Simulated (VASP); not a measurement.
A convergence study with VASP on CsPbBr$_{3}$ (space group no. 221 when undisturbed): a few settings are varied, all else stays as given below, so the limit is that of these other settings. One atom is moved off its site, so that forces are finite.

```
CsPbBr3
1.0
    5.84065     0.00000     0.00000
    0.00000     5.84065     0.00000
    0.00000     0.00000     5.84065
Cs Pb Br
1 1 3
Direct
  0.00000   0.00000   0.00856
  0.50000   0.50000   0.50000
  0.50000   0.00000   0.50000
  0.00000   0.50000   0.50000
  0.50000   0.50000   0.00000
```

Level of theory: LDA (Ceperley-Alder, Perdew-Zunger), VASP's LDA PAW potentials (set 64) (plane waves; VASP 6.6.1). The last row used: 300 eV cut-off, 12×12×12 Γ-centred mesh shifted by (0.5, 0.5, 0.5), Fermi-Dirac smearing of 0.010 eV, potentials Cs_sv Pb_d Br.

```csv
setting,E (eV/atom),pressure (GPa),largest force (eV/Å),irreducible k-points
1×1×1 mesh,-1.8841,10.22,0.030,1
2×2×2 mesh,…,…,…,1
3×3×3 mesh,-3.5353,-0.54,0.008,6
4×4×4 mesh,-3.5740,-1.07,0.008,6
5×5×5 mesh,…,…,0.008,18
6×6×6 mesh,-3.5671,-0.96,0.008,18
7×7×7 mesh,-3.5659,-0.93,0.008,40
8×8×8 mesh,-3.5663,-0.95,0.008,40
9×9×9 mesh,-3.5662,-0.94,0.008,75
10×10×10 mesh,-3.5662,-0.94,0.008,75
11×11×11 mesh,-3.5662,-0.94,0.008,126
12×12×12 mesh,-3.5662,-0.94,0.008,126
```

Task: Fill in the missing entries.

Result: 
- 5×5×5 mesh, E (eV/atom): -3.5637
- 5×5×5 mesh, pressure (GPa): -0.89
- 2×2×2 mesh, E (eV/atom): -3.6862
- 2×2×2 mesh, pressure (GPa): -1.93
- 2×2×2 mesh, largest force (eV/Å): 0.007

Left out are rungs that failed or repeat a setting and relaxations that didn't move; long series are thinned to 24 rows.

The structure is a typed CsPbBr3 crystal (space group no. 221). The cell was not relaxed at this level, it is distorted from the ideal structure.
